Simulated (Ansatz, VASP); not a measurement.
## TaWC2: VASP beside Ansatz

File INCAR:

```
PREC     = Accurate       # precision mode
ENCUT    = 520            # plane-wave cutoff, eV
EDIFF    = 1E-7           # SCF threshold, eV
ISMEAR   = -1             # smearing method
SIGMA    = 0.1            # smearing width, eV
LREAL    = F              # projectors in reciprocal space
LASPH    = T              # aspherical terms in the spheres
NELM     = 80             # most SCF steps
ALGO     = Normal         # electronic algorithm
ISIF     = 2              # what is computed and relaxed
LWAVE    = F              # write WAVECAR
LCHARG   = F              # write CHGCAR
GGA      = PS             # functional
NBANDS   = 24             # bands
```

Contents of KPOINTS:

```
Automatic mesh
0
Gamma
  9 9 9
```

POSCAR

```
TaWC2
1.0
    1.5718550000      0.9075110000      5.1016200000
   -1.5718550000      0.9075110000      5.1016200000
    0.0000000000     -1.8150220000      5.1016200000
Ta W C
1 1 2
Direct
    0.5000000000      0.5000000000      0.5000000000
    0.0000000000      0.0000000000      0.0000000000
    0.7490670000      0.7490670000      0.7490670000
    0.2509330000      0.2509330000      0.2509330000
```

Input for Ansatz:

```yaml
crystal:
  lattice:
    - [1.571855, 0.907511, 5.10162]
    - [-1.571855, 0.907511, 5.10162]
    - [0.0, -1.815022, 5.10162]
  atoms:
    - { symbol: Ta, position: [0.49999999999999994, 0.49999999999999994, 0.49999999999999994] }
    - { symbol: W, position: [0.0, 0.0, 0.0] }
    - { symbol: C, position: [0.749067, 0.749067, 0.749067] }
    - { symbol: C, position: [0.250933, 0.250933, 0.250933] }
kpoints:
  mp_grid:
    grid: [9, 9, 9]
hamiltonian:
  xc: pbesol
  pseudopotentials:
    kind: all_electron
    lapw: {}
scf:
  occupations:
    method: fermi_dirac
    width: 0.1
output:
  forces: true
  stress: true
  eigenvalues: true
```

The cell comes from a database or a generator and needn't be the stable form of this composition.

Alike in both runs: task single point; functional PBEsol; k mesh 9 × 9 × 9; occupations fermi-dirac, width 0.1 eV; no spin polarisation.

```csv
,VASP,Ansatz
version,VASP 6.6.1,Ansatz 0.2.0
potentials or method,"VASP PAW PBE potentials, release 64 (Ta_pv, W_sv, C)",all-electron (LAPW or listed datasets)
plane-wave cutoff (eV),520,see its input
```

VASP gave:

| Quantity | Value |
| --- | --- |
| gap on the k mesh at the Fermi level (eV) | none |
| pressure (GPa) | -9.9 |
| largest component of the traceless stress (GPa) | 1.08 |
| rms of the force components (eV/Å) | 0.059 |

Problem. Estimate Ansatz's values.

Solution. gap on the k mesh at the Fermi level (eV): none; pressure (GPa): -10.8; largest component of the traceless stress (GPa): 1.06; rms of the force components (eV/Å): 0.053.

Atom by atom the forces differ by 0.006 eV/Å (rms over components). A gap of «none» marks a metal or a gap that the smearing closes. Ansatz ran all-electron here, so the differences hold the error of VASP's frozen core and of both bases.

Caveats: the PAW data sets were made with another functional, which shifts forces and pressure a little (VASP). The runs have no spin-orbit coupling, so splittings on Ta, W are missing.
